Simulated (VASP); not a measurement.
**Fitting the PBE energy curve of Nb3Tl**

```xyz
8
Lattice="5.2970 0.0000 0.0000 0.0000 5.2970 0.0000 0.0000 0.0000 5.2970" Properties=species:S:1:pos:R:3 pbc="T T T"
Tl    2.6485    2.6485    2.6485
Tl    0.0000    0.0000    0.0000
Nb    0.0000    2.6485    1.3242
Nb    0.0000    2.6485    3.9727
Nb    2.6485    1.3242    0.0000
Nb    3.9727    0.0000    2.6485
Nb    2.6485    3.9727    0.0000
Nb    1.3242    0.0000    2.6485
```

The cell was scaled at fixed shape and fractions and run with VASP, PBE PAW files Nb_sv, Tl_d, 520 eV; PBE, k mesh 5 × 5 × 5 on the cell of 8 atoms, fermi-dirac occupations of 0.05 eV, no spin polarisation, no spin-orbit coupling. Energies are those that the program minimises, any entropy of the smearing included. For a metal such a mesh isn't converged to the digits shown.

```tsv
V (Å³/atom)	energy over the lowest row (meV/atom)
17.4634	78.89
17.8349	45.13
18.2065	21.39
18.5780	6.65
18.9496	0.00
19.3212	?
19.6927	7.85
```

Q: Fit the third-order Birch-Murnaghan form, give V0, B0 and B′, and predict the energy left open.

A: With y = (V0/V)^(2/3), E = E0 + (9 V0 B0/16) [(y - 1)³ B′ + (y - 1)² (6 - 4y)]. Least squares through the rows shown give V0 = 19.0993 Å³/atom, E0 = -0.57 meV, B0 = 154.7 GPa (1 eV/Å³ = 160.218 GPa) and B′ = 4.40, with a largest miss of 0.01 meV. At V = 19.3212 the form with these constants gives 0.65 meV; the run gave 0.64 meV an atom.
